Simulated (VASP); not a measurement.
A run of VASP 6.6.1 is set up as follows.

File INCAR:

```
ALGO = Normal
EDIFF = 1E-6
EDIFFG = -0.02
ENCUT = 600
GGA = RP
IBRION = 2
ISIF = 3
ISMEAR = -1
LASPH = True
LCHARG = False
LREAL = False
LWAVE = False
NELM = 100
NSW = 40
PREC = Accurate
SIGMA = 0.05
```

Contents of KPOINTS:

```
k-points
0
Gamma
  5 5 6
```

Contents of POSCAR:

```
ZnHgO2
1.0
    4.0092200000      0.0000000000      0.0000000000
    0.0000000000      4.0092200000      0.0000000000
    0.0000000000      0.0000000000      3.3045900000
Zn Hg O
1 1 2
Direct
    0.0000000000      0.0000000000      0.0000000000
    0.5000000000      0.5000000000      0.5000000000
    0.5000000000      0.0000000000      0.0000000000
    0.0000000000      0.5000000000      0.0000000000
```

Potentials or basis: VASP PAW PBE potentials, release 64 (Zn, Hg, O).

Run with:

```bash
$ cat potpaw_PBE.64/Zn/POTCAR potpaw_PBE.64/Hg/POTCAR potpaw_PBE.64/O/POTCAR > POTCAR
$ mpirun -np 1 vasp_std > vasp.out
```

Question: Estimate the band gap on the k mesh.

Answer: None (metal or under the smearing width).

Question: What does it give for the relaxed volume?

Answer: 13.91 Å³/atom.

Final structure:
```yaml
crystal:
  lattice:
    - [4.06297, 0.00000, 0.00000]
    - [0.00000, 4.06297, 0.00000]
    - [0.00000, 0.00000, 3.37112]
  atoms:
    - { symbol: Zn, position: [0.00000, 0.00000, 0.00000] }
    - { symbol: Hg, position: [0.50000, 0.50000, 0.50000] }
    - { symbol: O, position: [0.50000, 0.00000, 0.00000] }
    - { symbol: O, position: [0.00000, 0.50000, 0.00000] }
```

Caveat: the PAW data sets were made with another functional, which shifts forces and pressure a little. Spin-orbit coupling is left out, which matters for the levels of Hg.
